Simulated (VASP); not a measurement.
An input for Ansatz (written as the equivalent of a VASP run, and not itself run):

Ansatz 0.2 input:
```yaml
crystal:
  lattice:
    - [0.0000000, 1.9094454, 1.9094454]
    - [1.9094454, 0.0000000, 1.9094454]
    - [1.9094454, 1.9094454, 0.0000000]
  atoms:
    - { symbol: Ir, position: [0.0000000, 1.0000000, 0.0000000] }
kpoints:
  mp_grid: { grid: [15, 15, 15] }
hamiltonian:
  xc: lda
  pseudopotentials: { kind: paw }
scf:
  occupations: { method: methfessel_paxton, width: 0.1 }
  max_iter: 100
relax:
  max_steps: 30
  f_tol: 0.001
output: { forces: true, stress: true, eigenvalues: true }
```

Problem. Translate this input to VASP (INCAR, KPOINTS, POSCAR, choice of POTCAR).

Solution. This is not unique; one that fits is 
File KPOINTS:
```
Automatic mesh
0
Gamma
 15 15 15
0 0 0
```

INCAR:
```
ALGO  =  Normal
EDIFF  =  1E-8
EDIFFG  =  -0.001
ENCUT  =  400
IBRION  =  1
ISIF  =  2
ISMEAR  =  1
LASPH  =  .TRUE.
LCHARG  =  .FALSE.
LMAXMIX  =  6
LREAL  =  .FALSE.
LWAVE  =  .FALSE.
NELM  =  100
NSW  =  30
PREC  =  Accurate
SIGMA  =  0.1
SYSTEM  =  Ir
```

**POSCAR**
```
Ir
1.0
  0.0000000000   1.9094454202   1.9094454202
  1.9094454202   0.0000000000   1.9094454202
  1.9094454202   1.9094454202   0.0000000000
Ir
1
Cartesian
  1.9094454202   0.0000000000   1.9094454202
```

POTCAR, in this order: Ir (LDA.64 set). Program: vasp_std.

Limits of the translation: each code has its own PAW files, so the cut-off isn't converted (ENCUT is set for VASP's; basis.ecutwfc is left out, and Ansatz then takes the one that its files recommend); Ansatz stops its SCF on the density residual and VASP on the energy change (EDIFF); Ansatz's lda is the Perdew-Wang form, while the LDA potentials of VASP carry Perdew-Zunger's.

The compound is Ir in the fcc structure. It was relaxed first. The start is the result of an earlier pass.
